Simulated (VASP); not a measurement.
Method: PBE GGA, VASP's PBE PAW potentials (set 64) (plane waves; VASP).

Input for VASP

**POSCAR**
```
V
1
   -2.3664030000     2.3664030000     1.2911380000
    2.3664030000    -2.3664030000     1.2911380000
    2.3664030000     2.3664030000    -1.2911380000
V
2
Direct
  0.7500000000   0.2500000000   0.5000000000
  0.0000000000   0.0000000000   0.0000000000
```

**INCAR**
```
! general
SYSTEM  = V
PREC    = Accurate
ENCUT   = 400
LREAL   = .False.
LASPH   = .True.

! electronic loop
EDIFF   = 1E-6
NELM    = 100
ALGO    = Normal
LMAXMIX = 4

! smearing
ISMEAR  = 1
SIGMA   = 0.1

! functional
GGA     = PE

! spin
ISPIN   = 2
MAGMOM  = 2.0 -2.0

! ions
ISIF    = 2

! output
LWAVE   = .False.
LCHARG  = .False.
LORBIT  = 10
```

**KPOINTS**
```
Automatic mesh
0
Gamma
14 14 14
0 0 0
```

POTCAR, in this order: V_sv (PBE.64 set). Program: vasp_std.

The resulting files:

OUTCAR:
```
 ion  position               nearest neighbor table
   1  0.750  0.250  0.500-   2 2.45   2 2.45   2 2.45   2 2.45
   2  0.000  0.000  0.000-   1 2.45   1 2.45   1 2.45   1 2.45
  LATTYP: Found a body centered tetragonal cell.
 ALAT       =     4.7328060000
 C/A-ratio  =     0.5456120534
 Subroutine PRICEL returns:
 Original cell was already a primitive cell.
 Subroutine GETGRP returns: Found 16 space group operations
The static configuration has the point symmetry D_2d.
 The point group associated with its full space group is D_4h.
The dynamic configuration has the point symmetry D_2d.
The overall configuration has the point symmetry D_2d.
 Subroutine INISYM returns: Found 16 space group operations
 Subroutine IBZKPT returns following result:
 Found    244 irreducible k-points:

 Following reciprocal coordinates:
            Coordinates               Weight
  0.000000  0.000000  0.000000      1.000000
  0.071429 -0.000000  0.000000      8.000000
  0.142857  0.000000 -0.000000      8.000000
  0.214286 -0.000000  0.000000      8.000000
  0.285714  0.000000 -0.000000      8.000000
  0.357143  0.000000  0.000000      8.000000
  0.428571 -0.000000  0.000000      8.000000
  0.500000 -0.000000  0.000000      4.000000
  0.071429  0.071429  0.000000      8.000000
  0.142857  0.071429 -0.000000     16.000000
  0.214286  0.071429  0.000000     16.000000
  0.285714  0.071429 -0.000000     16.000000
  0.357143  0.071429  0.000000     16.000000
  0.428571  0.071429  0.000000     16.000000
  0.500000  0.071429  0.000000     16.000000
 -0.428571  0.071429  0.000000     16.000000
 -0.357143  0.071429  0.000000     16.000000
 -0.285714  0.071429  0.000000     16.000000
 -0.214286  0.071429  0.000000     16.000000
 -0.142857  0.071429  0.000000     16.000000
 -0.071429  0.071429  0.000000      4.000000
...
```

OSZICAR:
```
       N       E                     dE             d eps       ncg     rms          rms(c)
DAV:   1     0.256574723658E+03    0.25657E+03   -0.13760E+04 16656   0.148E+03
DAV:   2    -0.947726950732E+01   -0.26605E+03   -0.26394E+03 16669   0.497E+02
DAV:   3    -0.181585258214E+02   -0.86813E+01   -0.85073E+01 23225   0.975E+01
DAV:   4    -0.182470207163E+02   -0.88495E-01   -0.88137E-01 19112   0.105E+01
DAV:   5    -0.182482007793E+02   -0.11801E-02   -0.11798E-02 23154   0.122E+00    0.249E+01
DAV:   6    -0.168351211411E+02    0.14131E+01   -0.10889E+01 20269   0.354E+01    0.576E+00
DAV:   7    -0.169752243951E+02   -0.14010E+00   -0.88594E-01 19182   0.908E+00    0.463E+00
DAV:   8    -0.170078019558E+02   -0.32578E-01   -0.64047E-02 23305   0.312E+00    0.154E+00
DAV:   9    -0.170191792898E+02   -0.11377E-01   -0.10790E-01 22321   0.297E+00    0.585E-01
DAV:  10    -0.170242382262E+02   -0.50589E-02   -0.68294E-02 20499   0.156E+00    0.144E-01
DAV:  11    -0.170247438830E+02   -0.50566E-03   -0.15672E-03 20605   0.414E-01    0.874E-02
DAV:  12    -0.170248177894E+02   -0.73906E-04   -0.92745E-04 24751   0.220E-01    0.311E-02
DAV:  13    -0.170248309557E+02   -0.13166E-04   -0.56372E-05 21807   0.621E-02    0.909E-03
DAV:  14    -0.170248333031E+02   -0.23475E-05   -0.12556E-05 18178   0.255E-02    0.441E-03
DAV:  15    -0.170248337409E+02   -0.43780E-06   -0.30698E-06 14560   0.134E-02
   1 F= -.17024834E+02 E0= -.17025013E+02  d E =0.537969E-03  mag=     0.0000
```

OUTCAR:
```
------------------------ aborting loop because EDIFF is reached ----------------------------------------
  FORCE on cell =-STRESS in cart. coord.  units (eV):
  Direction    XX          YY          ZZ          XY          YZ          ZX
  --------------------------------------------------------------------------------------
  Total       -1.1614189     -1.1614189     -0.8600800      0.0000000     -0.0000000      0.0000000
  in kB      -64.3412389    -64.3412389    -47.6474169      0.0000000     -0.0000000      0.0000000
  external PRESSURE =     -58.7766316 kB  Pullay stress =       0.0000000 kB
  volume of cell :       28.92
      direct lattice vectors                 reciprocal lattice vectors
    -2.366403000  2.366403000  1.291138000     0.000000000  0.211291145  0.387255274
     2.366403000 -2.366403000  1.291138000     0.211291145  0.000000000  0.387255274
     2.366403000  2.366403000 -1.291138000     0.211291145  0.211291145  0.000000000
 POSITION                                       TOTAL-FORCE (eV/Angst)
 -----------------------------------------------------------------------------------
      0.00000      2.36640      0.64557         0.000000     -0.000000      0.000000
      0.00000      0.00000      0.00000        -0.000000      0.000000     -0.000000
 -----------------------------------------------------------------------------------
    total drift:                                0.000000      0.000000     -0.000000
  FREE ENERGIE OF THE ION-ELECTRON SYSTEM (eV)
  ---------------------------------------------------
  free  energy   TOTEN  =       -17.0248337409 eV

  energy  without entropy=      -17.0253717099  energy(sigma->0) =      -17.02501306

 total charge

# of ion       s       p       d       tot
------------------------------------------
    1        2.330   6.180   3.157  11.666
    2        2.330   6.180   3.157  11.666
--------------------------------------------------
tot          4.659  12.360   6.314  23.333

 magnetization (x)

# of ion       s       p       d       tot
------------------------------------------
    1        0.000   0.000   0.000   0.000
    2       -0.000  -0.000  -0.000  -0.000
--------------------------------------------------
tot          0.000   0.000   0.000   0.000
```
(Selected blocks of OUTCAR.)

File OUTCAR:
```
 val. band max:        9.1509324583   @ k =  -0.2143  -0.4286   0.2143

 cond. band min:       9.1636987518   @ k =  -0.4286   0.0714   0.0000


 Fermi energy:         9.1522993511

 spin component 1

 k-point     1 :       0.0000    0.0000    0.0000
  band No.  band energies     occupation
      1     -54.8593      1.00000
      2     -54.5282      1.00000
      3     -28.9920      1.00000
      4     -28.9920      1.00000
      5     -28.1880      1.00000
      6     -28.1767      1.00000
      7     -28.1534      1.00000
      8     -28.1534      1.00000
      9       2.5538      1.00000
     10       5.6660      1.00000
     11       7.3625      1.00000
     12       7.8036      1.00000
     13       8.4292      1.00000
     14      11.0549     -0.00000
     15      11.0549     -0.00000
     16      11.0927     -0.00000
     17      11.0927     -0.00000

 k-point     2 :       0.0714   -0.0000    0.0000
  band No.  band energies     occupation
      1     -54.8510      1.00000
      2     -54.5272      1.00000
      3     -28.9888      1.00000
      4     -28.9763      1.00000
      5     -28.2272      1.00000
      6     -28.2107      1.00000
      7     -28.1548      1.00000
      8     -28.1509      1.00000
      9       2.7321      1.00000
     10       5.7605      1.00000
     11       7.3771      1.00000
     12       7.9831      1.00000
     13       8.5163      1.00000
     14      10.4895     -0.00000
     15      10.5296     -0.00000
     16      11.2774      0.00000
     17      11.2898      0.00000

 k-point     3 :       0.1429    0.0000   -0.0000
  band No.  band energies     occupation
      1     -54.8281      1.00000
      2     -54.5253      1.00000
      3     -28.9802      1.00000
      4     -28.9329      1.00000
      5     -28.3261      1.00000
      6     -28.3017      1.00000
      7     -28.1750      1.00000
      8     -28.1444      1.00000
      9       3.2468      1.00000
...
```

The structure was generated: V was put into the beta-Sn type (I4_1/amd), which need not be its known phase. The cell was not relaxed at this level. The run is one of a series of settings (MAGMOM = 2.0 -2.0 against the base run), some of them coarse on purpose.
